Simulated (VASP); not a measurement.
All values below come from PBE GGA with spin-orbit coupling, VASP's PBE PAW potentials (set 64) (plane waves; VASP).

The input files of a VASP run:

**KPOINTS**
```
Automatic mesh
0
Gamma
8 8 8
0 0 0
```

INCAR:
```
SYSTEM = TiGe2
PREC = Accurate; ENCUT = 300; LREAL = .False.
LASPH = .True.
EDIFF = 1E-6; NELM = 100; ALGO = Normal
LMAXMIX = 4
ISMEAR = 0; SIGMA = 0.2
GGA = PE; GGA_COMPAT = .False.
MAGMOM = 0.0 0.0 0.0 0.0 0.0 0.0 0.0 0.0 0.0
LSORBIT = .True.; LNONCOLLINEAR = .True.
ISIF = 2
LWAVE = .False.; LCHARG = .False.; LORBIT = 11
```

POSCAR:
```
TiGe2
4.7327590
 -0.3537642631   0.3537642631   0.8658530891
  0.3537642631  -0.3537642631   0.8658530891
  0.3537642631   0.3537642631  -0.8658530891
Ti Ge
1 2
Cart
  0.0000000000   0.0000000000   0.0000000000
 -0.0000000000   0.0000000000   0.5806410815
 -0.0000000000   0.0000000000   1.1510650966
```

POTCAR, in this order: Ti_sv Ge_d (PBE.64 set). Program: vasp_ncl.

The resulting files:

**OSZICAR**
```
       N       E                     dE             d eps       ncg     rms          rms(c)
DAV:   1     0.369467944445E+03    0.36947E+03   -0.13547E+04  6816   0.319E+03
DAV:   2     0.466990356224E+02   -0.32277E+03   -0.31242E+03  5664   0.753E+02
DAV:   3    -0.146348238556E+02   -0.61334E+02   -0.59468E+02  7120   0.212E+02
DAV:   4    -0.192372033984E+02   -0.46024E+01   -0.45371E+01  7664   0.597E+01
DAV:   5    -0.194094947937E+02   -0.17229E+00   -0.17219E+00  7648   0.100E+01    0.110E+01
DAV:   6    -0.179909412949E+02    0.14186E+01   -0.16397E+01  7248   0.273E+01    0.488E+00
DAV:   7    -0.175975429616E+02    0.39340E+00   -0.43631E+00  6848   0.161E+01    0.279E+00
DAV:   8    -0.175531044195E+02    0.44439E-01   -0.49027E-01  6416   0.582E+00    0.766E-01
DAV:   9    -0.175453742056E+02    0.77302E-02   -0.75566E-02  6512   0.275E+00    0.298E-01
DAV:  10    -0.175459565311E+02   -0.58233E-03   -0.58192E-03  7176   0.684E-01    0.117E-01
DAV:  11    -0.175458264631E+02    0.13007E-03   -0.10315E-03  7696   0.247E-01    0.536E-02
DAV:  12    -0.175458261838E+02    0.27927E-06   -0.63457E-05  7144   0.873E-02    0.264E-02
DAV:  13    -0.175458262879E+02   -0.10407E-06   -0.12977E-05  6144   0.310E-02    0.411E-03
DAV:  14    -0.175458254054E+02    0.88254E-06   -0.23834E-06  5328   0.141E-02
   1 F= -.17545825E+02 E0= -.17520618E+02  d E =-.504148E-01  mag=    -0.0000     0.0000     0.0000
```

**OUTCAR**
```
------------------------ aborting loop because EDIFF is reached ----------------------------------------
  FORCE on cell =-STRESS in cart. coord.  units (eV):
  Direction    XX          YY          ZZ          XY          YZ          ZX
  --------------------------------------------------------------------------------------
  Total        1.5189631      1.5189631      3.6320739      0.0000000      0.0000000      0.0000000
  in kB       52.9642126     52.9642126    126.6455584      0.0000000      0.0000000      0.0000000
  external PRESSURE =      77.5246612 kB  Pullay stress =       0.0000000 kB
  volume of cell :       45.95
      direct lattice vectors                 reciprocal lattice vectors
    -1.674281000  1.674281000  4.097874000     0.000000000  0.298635653  0.122014488
     1.674281000 -1.674281000  4.097874000     0.298635653  0.000000000  0.122014488
     1.674281000  1.674281000 -4.097874000     0.298635653  0.298635653  0.000000000
 POSITION                                       TOTAL-FORCE (eV/Angst)
 -----------------------------------------------------------------------------------
      0.00000      0.00000      0.00000        -0.000000     -0.000000      0.000000
      0.00000      0.00000      2.74803        -0.000000     -0.000000      0.111279
      0.00000      0.00000      5.44771         0.000000      0.000000     -0.111279
 -----------------------------------------------------------------------------------
    total drift:                               -0.000000      0.000000      0.000000
  FREE ENERGIE OF THE ION-ELECTRON SYSTEM (eV)
  ---------------------------------------------------
  free  energy   TOTEN  =       -17.5458254054 eV

  energy  without entropy=      -17.4954106532  energy(sigma->0) =      -17.52061803

 total charge

# of ion       s       p       d       tot
------------------------------------------
    1        2.166   6.144   1.983  10.293
    2        1.162   1.196  10.064  12.422
    3        1.162   1.196  10.064  12.422
--------------------------------------------------
tot          4.490   8.537  22.111  35.138

 magnetization (x)

# of ion       s       p       d       tot
------------------------------------------
    1        0.000   0.000  -0.000  -0.000
    2        0.000  -0.000   0.000  -0.000
    3        0.000  -0.000   0.000  -0.000
--------------------------------------------------
tot          0.000  -0.000  -0.000  -0.000

 magnetization (y)

# of ion       s       p       d       tot
------------------------------------------
    1        0.000   0.000   0.000   0.000
    2        0.000   0.000   0.000   0.000
    3        0.000   0.000  -0.000  -0.000
--------------------------------------------------
tot          0.000   0.000  -0.000   0.000

 magnetization (z)

# of ion       s       p       d       tot
------------------------------------------
    1        0.000   0.000   0.000   0.000
    2        0.000   0.000   0.000   0.000
    3        0.000   0.000   0.000   0.000
--------------------------------------------------
tot          0.000   0.000   0.000   0.000

 Ion:    1  E_soc:     -0.0113987

 Ion:    2  E_soc:     -0.0180843

 Ion:    3  E_soc:     -0.0180843
```
(Selected blocks of OUTCAR.)

**OUTCAR**
```
 val. band max:        8.7108537778   @ k =   0.5000   0.5000   0.5000

 cond. band min:       8.7250468141   @ k =  -0.2500   0.5000   0.2500


 Fermi energy:         8.7218716529

 k-point     1 :       0.0000    0.0000    0.0000
  band No.  band energies     occupation
      1     -47.5939      1.00000
      2     -47.5939      1.00000
      3     -24.3235      1.00000
      4     -24.3235      1.00000
      5     -23.7075      1.00000
      6     -23.7075      1.00000
      7     -23.6309      1.00000
      8     -23.6309      1.00000
      9     -15.5943      1.00000
     10     -15.5943      1.00000
     11     -15.5902      1.00000
     12     -15.5902      1.00000
     13     -15.5656      1.00000
     14     -15.5656      1.00000
     15     -15.5521      1.00000
     16     -15.5521      1.00000
     17     -15.0269      1.00000
     18     -15.0269      1.00000
     19     -15.0166      1.00000
     20     -15.0166      1.00000
     21     -15.0005      1.00000
     22     -15.0005      1.00000
     23     -14.9807      1.00000
     24     -14.9807      1.00000
     25     -14.9735      1.00000
     26     -14.9735      1.00000
     27     -14.9403      1.00000
     28     -14.9403      1.00000
     29      -3.9301      1.00000
     30      -3.9301      1.00000
     31       4.4466      1.00000
     32       4.4466      1.00000
     33       4.8047      1.00000
     34       4.8047      1.00000
     35       7.8868      1.00000
     36       7.8868      1.00000
     37       7.9921      1.00000
     38       7.9921      1.00000
     39       8.4396      0.97704
     40       8.4396      0.97704
     41      10.7399      0.00000
     42      10.7399      0.00000
     43      11.6091      0.00000
     44      11.6091      0.00000
     45      12.7372      0.00000
     46      12.7415      0.00000
     47      12.9352      0.00000
     48      12.9353      0.00000

 k-point     2 :       0.1250    0.0000   -0.0000
  band No.  band energies     occupation
...
```

At this cut-off the stress carries a Pulay error, which pulls relaxed volumes low.

The structure was generated: TiGe2 was put into an ordered model structure, which need not be its known phase. The cell was not relaxed at this level. The k-mesh is coarse (spacing up to 0.33 per Å, 2π included), so the numbers may not be converged in it. The run is one of a series of settings (GGA_COMPAT = .FALSE., LNONCOLLINEAR = .TRUE., LSORBIT = .TRUE., MAGMOM = 0.0 0.0 0.0 0.0 0.0 0.0 0.0 0.0 0.0, program vasp_ncl against the base run), some of them coarse on purpose.
